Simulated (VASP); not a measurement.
# Be3Cl5 (Pm-3m) in VASP: a series of runs, part 2 of 2

VASP 6.6.1. Earlier steps stand in the parts before.

### Step 5. Single point, PBE (random cell by space group and Wyckoff sites (Pm-3m, No. 221))

INCAR reads:

```
ALGO = Normal
EDIFF = 1E-7
ENCUT = 520
GGA = PE
ISIF = 2
ISMEAR = 0
LASPH = T
LCHARG = F
LREAL = F
LWAVE = F
NBANDS = 30
NELM = 80
PREC = Accurate
SIGMA = 0.1
```

KPOINTS reads:

```
k-points
0
Gamma
  4 4 4
```

POSCAR reads:

```
Be3Cl5
1.0
    5.3343063134      0.0000000000      0.0000000000
    0.0000000000      5.3343063134      0.0000000000
    0.0000000000      0.0000000000      5.3343063134
Be Cl
3 5
Direct
    0.0000000000      0.5000000000      0.5000000000
    0.5000000000      0.0000000000      0.5000000000
    0.5000000000      0.5000000000      0.0000000000
    0.5000000000      0.0000000000      0.0000000000
    0.0000000000      0.5000000000      0.0000000000
    0.0000000000      0.0000000000      0.5000000000
    0.0000000000      0.0000000000      0.0000000000
    0.5000000000      0.5000000000      0.5000000000
```

Potentials or basis: VASP PAW PBE potentials, release 64 (Be, Cl).

Command:

```bash
> cat potpaw_PBE.64/Be/POTCAR potpaw_PBE.64/Cl/POTCAR > POTCAR
> mpirun -np 1 vasp_std > vasp.out
```

OUTCAR:

```text
EDIFF = 1E-7
   ENCUT = 520
   GGA = PE
   ISIF = 2
   ISMEAR = 0
   LASPH = T
   LREAL = F
   NELM = 80
   PREC = Accurate

 ion  position               nearest neighbor table
   1  0.000  0.500  0.500-
   2  0.500  0.000  0.500-
   3  0.500  0.500  0.000-
   4  0.500  0.000  0.000-
   5  0.000  0.500  0.000-
   6  0.000  0.000  0.500-
   7  0.000  0.000  0.000-
   8  0.500  0.500  0.500-

  LATTYP: Found a simple cubic cell.
 ALAT       =     5.3343063134

  Lattice vectors:

 A1 = (   5.3343063134,   0.0000000000,   0.0000000000)
 A2 = (   0.0000000000,   5.3343063134,   0.0000000000)
 A3 = (   0.0000000000,   0.0000000000,   5.3343063134)

Analysis of symmetry for initial positions (statically):
=====================================================================
 Subroutine PRICEL returns:
 Original cell was already a primitive cell.

 Routine SETGRP: Setting up the symmetry group for a
 simple cubic supercell.

 Subroutine GETGRP returns: Found 48 space group operations
 (whereof 48 operations were pure point group operations)
 out of a pool of 48 trial point group operations.

The static configuration has the point symmetry O_h .

Analysis of symmetry for dynamics (positions and initial velocities):
=====================================================================
 Subroutine PRICEL returns:
 Original cell was already a primitive cell.

 Routine SETGRP: Setting up the symmetry group for a
 simple cubic supercell.

 Subroutine GETGRP returns: Found 48 space group operations
 (whereof 48 operations were pure point group operations)
 out of a pool of 48 trial point group operations.

The dynamic configuration has the point symmetry O_h .

 Subroutine INISYM returns: Found 48 space group operations
 (whereof 48 operations are pure point group operations),
 and found     1 'primitive' translations

[... 114 lines left out ...]
  Thomas-Fermi vector in A             =   2.193561
   LORBIT       =      0    0 simple, 1 ext, 2 COOP (PROOUT), +10 PAW based schemes
   GGA     = PE    functional components
   LHFCALC =     F    Hartree Fock is set to
   AEXX    =    0.0000 exact exchange contribution
   IVDW    =     0    specifies the selected vdW correction
   LEPSILON=     F    determine dielectric tensor
   LRPA    =     F    only Hartree local field effects (RPA)
 non-spin polarized calculation
 Gauss-broadening in eV      SIGMA  =   0.10
  energy-cutoff  :      520.00
  volume of cell :      151.79
 maximum number of plane-waves:      4116
 NGX is ok and might be reduce to    40
   NGX = 19   NGY = 19   NGZ = 19

 number of electron      40.9999989 magnetization

 Free energy of the ion-electron system (eV)
  ---------------------------------------------------
  ext. energy  EPLUGINS =         0.00000000
  ---------------------------------------------------
  free energy    TOTEN  =       -16.96686445 eV

  energy without entropy =      -16.91370216  energy(sigma->0) =      -16.94028331

 E-fermi :   4.4683     XC(G=0):  -9.0966

 val. band max:        4.4363385045   @ k =   0.2500   0.2500   0.2500
 cond. band min:       4.4797602774   @ k =   0.2500   0.2500   0.2500
 fundamental gap:      0.0434217729
 Fermi energy:         4.4683063887

 k-point     1 :       0.0000    0.0000    0.0000
  band No.  band energies     occupation
      1     -13.2484      2.00000
      2     -12.6984      2.00000
      3     -11.8617      2.00000
      4     -11.8617      2.00000
      5      -9.7070      2.00000
      6      -2.7730      2.00000
[... 319 lines left out ...]
     29       6.9308      0.00000
     30       7.3592      0.00000

------------------------ aborting loop because EDIFF is reached ----------------------------------------

  FORCE on cell =-STRESS in cart. coord.  units (eV):
  Direction    XX          YY          ZZ          XY          YZ          ZX
  --------------------------------------------------------------------------------------
  -------------------------------------------------------------------------------------
  Total       -0.1977166     -0.1977166     -0.1977166     -0.0000000      0.0000000     -0.0000000
  in kB       -2.0869873     -2.0869873     -2.0869873     -0.0000000      0.0000000     -0.0000000
  external PRESSURE =      -2.0869873 kB  Pullay stress =       0.0000000 kB

 VOLUME and BASIS-vectors are now :
 -----------------------------------------------------------------------------
  energy-cutoff  :      520.00
  volume of cell :      151.79
      direct lattice vectors                 reciprocal lattice vectors
     5.334306313  0.000000000  0.000000000     0.187465800  0.000000000  0.000000000
     0.000000000  5.334306313  0.000000000     0.000000000  0.187465800  0.000000000
     0.000000000  0.000000000  5.334306313     0.000000000  0.000000000  0.187465800

 POSITION                                       TOTAL-FORCE (eV/Angst)
 -----------------------------------------------------------------------------------
      0.00000      2.66715      2.66715         0.000000      0.000000      0.000000
      2.66715      0.00000      2.66715         0.000000      0.000000      0.000000
      2.66715      2.66715      0.00000         0.000000      0.000000      0.000000
      2.66715      0.00000      0.00000         0.000000      0.000000      0.000000
      0.00000      2.66715      0.00000         0.000000      0.000000      0.000000
      0.00000      0.00000      2.66715         0.000000      0.000000      0.000000
      0.00000      0.00000      0.00000         0.000000      0.000000      0.000000
      2.66715      2.66715      2.66715         0.000000      0.000000      0.000000
 -----------------------------------------------------------------------------------
    total drift:                                0.000000      0.000000     -0.000000

  FREE ENERGIE OF THE ION-ELECTRON SYSTEM (eV)
  ---------------------------------------------------
  free  energy   TOTEN  =       -16.9668644499 eV

  energy  without entropy=      -16.9137021622  energy(sigma->0) =      -16.94028331
```

OSZICAR:

```text
N       E                     dE             d eps       ncg     rms          rms(c)
DAV:   1     0.225704385267E+03    0.22570E+03   -0.17398E+04   600   0.116E+03
DAV:   2     0.455389617720E+01   -0.22115E+03   -0.21088E+03   802   0.209E+02
DAV:   3    -0.187024898861E+02   -0.23256E+02   -0.22751E+02   766   0.734E+01
[... 12 lines left out ...]
DAV:  16    -0.169668759214E+02   -0.10598E-04   -0.34061E-06   712   0.939E-03    0.374E-02
DAV:  17    -0.169668643856E+02    0.11536E-04   -0.54564E-06   772   0.124E-02    0.178E-03
DAV:  18    -0.169668646659E+02   -0.28035E-06   -0.57062E-07   708   0.423E-03    0.512E-03
DAV:  19    -0.169668645335E+02    0.13247E-06   -0.51383E-08   462   0.125E-03    0.340E-03
DAV:  20    -0.169668644499E+02    0.83585E-07   -0.24077E-08   444   0.822E-04
   1 F= -.16966864E+02 E0= -.16940283E+02  d E =-.531623E-01
```

stdout:

```text
POSCAR found type information on POSCAR BeCl
 POSCAR found :  2 types and       8 ions
 scaLAPACK will be used
 LDA part: xc-table for (Slater+PW92), standard interpolation
 POSCAR, INCAR and KPOINTS ok, starting setup
 FFT: planning ... GRIDC
 FFT: planning ... GRID_SOFT
 FFT: planning ... GRID
 WAVECAR not read
 entering main loop
```

Wall time 51 s (1 thread of Intel Xeon Platinum 8488C (Sapphire Rapids), shared host); peak memory 0.24 GiB.

What came out:

| Quantity | Value |
| --- | --- |
| Free energy | -16.9669 eV |
| Pressure | -0.2 GPa |
| Band gap on the k mesh | none (metal or under the smearing width) |

Caveat: an odd number of electrons without spin polarisation forces a metal; a magnetic or distorted state may lie lower.

### Step 6. Summary

| task | cell | k mesh | cutoff (eV) | gap on the mesh (eV) | pressure (GPa) | relaxed volume (Å³/atom) |
| --- | --- | --- | --- | --- | --- | --- |
| relaxation of cell and atoms | relaxed from: random cell by space group and Wyckoff sites (Pm-3m, No. 221) | 4 × 4 × 4 | 600 | none | 0.1 | 18.86 |
| single point | random cell by space group and Wyckoff sites (Pm-3m, No. 221) | 8 × 8 × 8 | 520 | none | -0.1 | - |
| relaxation of cell and atoms | relaxed from: random cell by space group and Wyckoff sites (Pm-3m, No. 221) | 8 × 8 × 8 | 600 | none | 0.0 | 19.10 |
| single point | random cell by space group and Wyckoff sites (Pm-3m, No. 221) | 4 × 4 × 4 | 520 | none | -0.2 | - |

Alike in all rows: level PBE; potentials or basis VASP PAW PBE potentials, release 64 (Be, Cl); no spin polarisation; smearing gaussian 0.1 eV.

Caveats: an odd number of electrons without spin polarisation forces a metal; a magnetic or distorted state may lie lower; the volume moved by over 15 % at a fixed basis, so the end points are rough (some runs).

Absolute energies hang on the potentials; compare differences alone.
